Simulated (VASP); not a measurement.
Calculation: TPSS meta-GGA, VASP's PBE PAW potentials (set 64) (plane waves; VASP 6.6.1).

VASP ran on this input.

**INCAR**
```
LMAXMIX = 4
LWAVE = .FALSE.
LMIXTAU = .TRUE.
PREC = Accurate
ALGO = Normal
EDIFF = 1E-6   ! SCF stop (eV)
EDIFFG = -0.01   ! ionic stop
SIGMA = 0.1
LCHARG = .FALSE.
IBRION = 2   ! conjugate gradients
NSW = 60   ! most ionic steps
LREAL = .FALSE.   ! projection in real space or not
METAGGA = TPSS
ENCUT = 520   ! plane-wave cut-off (eV)
SYSTEM = Nb
NELM = 100   ! most electronic steps
ISMEAR = 1   ! Methfessel-Paxton
ISIF = 3   ! ions, shape and volume
LASPH = .TRUE.   ! aspherical one-centre terms
```

### POSCAR
```
Nb
1.0
 -1.6500000000   1.6500000000   1.6500000000
  1.6500000000  -1.6500000000   1.6500000000
  1.6500000000   1.6500000000  -1.6500000000
Nb
1
Direct
  0.0000000000   0.0000000000   0.0000000000
```

**KPOINTS**
```
Automatic mesh
0
Gamma
14 14 14
0 0 0
```

POTCAR, in this order: Nb_sv (PBE.64 set). Program: vasp_std.

Output of the run:

**OSZICAR**
```
       N       E                     dE             d eps       ncg     rms          rms(c)
DAV:   1     0.122186463123E+03    0.12219E+03   -0.77545E+03  2080   0.133E+03
DAV:   2     0.892422880514E+00   -0.12129E+03   -0.11860E+03  2186   0.447E+02
DAV:   3    -0.271506588550E+01   -0.36075E+01   -0.34770E+01  3072   0.739E+01
DAV:   4    -0.280303641511E+01   -0.87971E-01   -0.86602E-01  2626   0.953E+00
DAV:   5    -0.280530950688E+01   -0.22731E-02   -0.22721E-02  2742   0.129E+00    0.170E+01
DAV:   6    -0.187875614826E+02   -0.15982E+02   -0.46875E+01  3506   0.758E+01    0.562E+00
DAV:   7    -0.188584941105E+02   -0.70933E-01   -0.82176E-01  2370   0.121E+01    0.358E+00
DAV:   8    -0.186900098349E+02    0.16848E+00   -0.40471E-01  2760   0.656E+00    0.522E-01
DAV:   9    -0.189104717576E+02   -0.22046E+00   -0.11438E-01  2230   0.472E+00    0.663E-01
DAV:  10    -0.189086952058E+02    0.17766E-02   -0.10323E-02  3012   0.168E+00    0.258E-01
DAV:  11    -0.189077209833E+02    0.97422E-03   -0.29162E-03  3244   0.558E-01    0.696E-02
DAV:  12    -0.189103329916E+02   -0.26120E-02   -0.14130E-03  2300   0.516E-01    0.336E-02
DAV:  13    -0.189105121959E+02   -0.17920E-03   -0.15068E-04  2580   0.161E-01    0.193E-02
DAV:  14    -0.189104991563E+02    0.13040E-04   -0.58309E-06  2868   0.304E-02    0.137E-02
DAV:  15    -0.189105131797E+02   -0.14023E-04   -0.14174E-05  2388   0.392E-02    0.161E-03
DAV:  16    -0.189105170785E+02   -0.38988E-05   -0.10013E-06  1840   0.972E-03    0.452E-04
DAV:  17    -0.189105166375E+02    0.44099E-06   -0.86044E-08  1134   0.426E-03
   1 F= -.18910517E+02 E0= -.18910431E+02  d E =-.189105E+02
       N       E                     dE             d eps       ncg     rms          rms(c)
DAV:   1    -0.189228496478E+02   -0.12333E-01   -0.40827E-01  2712   0.102E+01    0.922E-01
DAV:   2    -0.189096253224E+02    0.13224E-01   -0.30232E-02  3070   0.257E+00    0.252E-01
DAV:   3    -0.189095291578E+02    0.96165E-04   -0.12826E-02  3034   0.825E-01    0.127E-01
DAV:   4    -0.189098327591E+02   -0.30360E-03   -0.63349E-04  2634   0.281E-01    0.853E-02
DAV:   5    -0.189100734314E+02   -0.24067E-03   -0.25727E-04  3042   0.158E-01    0.628E-02
DAV:   6    -0.189101957047E+02   -0.12227E-03   -0.54335E-04  3810   0.217E-01    0.160E-02
DAV:   7    -0.189102603418E+02   -0.64637E-04   -0.32412E-05  3416   0.517E-02    0.534E-03
DAV:   8    -0.189102640511E+02   -0.37093E-05   -0.17552E-06  1634   0.182E-02    0.203E-03
DAV:   9    -0.189102643728E+02   -0.32173E-06   -0.90684E-07  1130   0.107E-02
   2 F= -.18910264E+02 E0= -.18910239E+02  d E =0.252265E-03
       N       E                     dE             d eps       ncg     rms          rms(c)
DAV:   1    -0.189158425370E+02   -0.55785E-02   -0.16915E-01  2698   0.655E+00    0.589E-01
DAV:   2    -0.189103438027E+02    0.54987E-02   -0.12903E-02  3088   0.167E+00    0.161E-01
DAV:   3    -0.189103492721E+02   -0.54693E-05   -0.53896E-03  3064   0.523E-01    0.811E-02
DAV:   4    -0.189104661040E+02   -0.11683E-03   -0.23993E-04  2612   0.174E-01    0.562E-02
DAV:   5    -0.189105547238E+02   -0.88620E-04   -0.10284E-04  3048   0.100E-01    0.417E-02
DAV:   6    -0.189106011045E+02   -0.46381E-04   -0.23714E-04  3862   0.144E-01    0.101E-02
DAV:   7    -0.189106290047E+02   -0.27900E-04   -0.11065E-05  3332   0.309E-02    0.367E-03
DAV:   8    -0.189106303489E+02   -0.13443E-05   -0.59507E-07  1190   0.103E-02    0.149E-03
DAV:   9    -0.189106320199E+02   -0.16710E-05   -0.59406E-07  1104   0.851E-03    0.205E-03
DAV:  10    -0.189106319536E+02    0.66265E-07   -0.19217E-07  1082   0.728E-03
   3 F= -.18910632E+02 E0= -.18910569E+02  d E =-.115316E-03
```

File OUTCAR:
```
------------------------ aborting loop because EDIFF is reached ----------------------------------------
  FORCE on cell =-STRESS in cart. coord.  units (eV):
  Direction    XX          YY          ZZ          XY          YZ          ZX
  --------------------------------------------------------------------------------------
  Total       -0.0012258     -0.0012258     -0.0012258      0.0000000      0.0000000     -0.0000000
  in kB       -0.1096745     -0.1096745     -0.1096745      0.0000000      0.0000000     -0.0000000
  external PRESSURE =      -0.1096745 kB  Pullay stress =       0.0000000 kB
  volume of cell :       17.91
      direct lattice vectors                 reciprocal lattice vectors
    -1.648114847  1.648114847  1.648114847     0.000000000  0.303376916  0.303376916
     1.648114847 -1.648114847  1.648114847     0.303376916  0.000000000  0.303376916
     1.648114847  1.648114847 -1.648114847     0.303376916  0.303376916  0.000000000
 POSITION                                       TOTAL-FORCE (eV/Angst)
 -----------------------------------------------------------------------------------
     -0.00000      0.00000      0.00000         0.000000      0.000000     -0.000000
 -----------------------------------------------------------------------------------
    total drift:                                0.000000     -0.000000     -0.000000
  FREE ENERGIE OF THE ION-ELECTRON SYSTEM (eV)
  ---------------------------------------------------
  free  energy   TOTEN  =       -18.9106319536 eV

  energy  without entropy=      -18.9104415957  energy(sigma->0) =      -18.91056850

 reached required accuracy - stopping structural energy minimisation
```
(Selected blocks of OUTCAR.)

CONTCAR:
```
Nb
   1.00000000000000
    -1.6481148466891762    1.6481148466891762    1.6481148466891762
     1.6481148466891762   -1.6481148466891762    1.6481148466891762
     1.6481148466891762    1.6481148466891762   -1.6481148466891762
  Nb
     1
Direct
     0.0000000000000000    0.0000000000000000    0.0000000000000000
```

**OUTCAR**
```
 val. band max:       11.2781134636   @ k =   0.5000   0.5000   0.1429

 cond. band min:      11.3051299247   @ k =  -0.2857   0.4286   0.1429


 Fermi energy:        11.2867888340

 k-point     1 :       0.0000    0.0000    0.0000
  band No.  band energies     occupation
      1     -43.7104      2.00000
      2     -18.7540      2.00000
      3     -18.7540      2.00000
      4     -18.7540      2.00000
      5       5.3562      2.00000
      6      11.6544     -0.00000
      7      11.6544     -0.00000
      8      11.6544     -0.00000
      9      14.6135      0.00000
     10      14.6135      0.00000

 k-point     2 :       0.0714    0.0000    0.0000
  band No.  band energies     occupation
      1     -43.6983      2.00000
      2     -18.8270      2.00000
      3     -18.7762      2.00000
      4     -18.7546      2.00000
      5       5.5667      2.00000
      6      11.5224     -0.00431
      7      11.6208     -0.00002
      8      11.8585     -0.00000
      9      14.4125      0.00000
     10      14.6140      0.00000

 k-point     3 :       0.1429    0.0000    0.0000
  band No.  band energies     occupation
      1     -43.6645      2.00000
      2     -19.0281      2.00000
      3     -18.8380      2.00000
      4     -18.7563      2.00000
      5       6.1495      2.00000
      6      11.1758      2.06618
      7      11.4668     -0.02885
      8      12.4583     -0.00000
      9      14.0781      0.00000
     10      14.6329      0.00000

 k-point     4 :       0.2143    0.0000    0.0000
  band No.  band energies     occupation
      1     -43.6152      2.00000
      2     -19.3107      2.00000
      3     -18.9261      2.00000
      4     -18.7588      2.00000
      5       6.9311      2.00000
      6      10.7248      2.00000
      7      11.2154      1.92895
      8      13.4138      0.00000
      9      14.0063      0.00000
     10      14.7059      0.00000

 k-point     5 :       0.2857    0.0000    0.0000
...
```

The compound is Nb in the bcc structure. This run relaxes it. Symmetry was kept, so distortions that lower it aren't found.
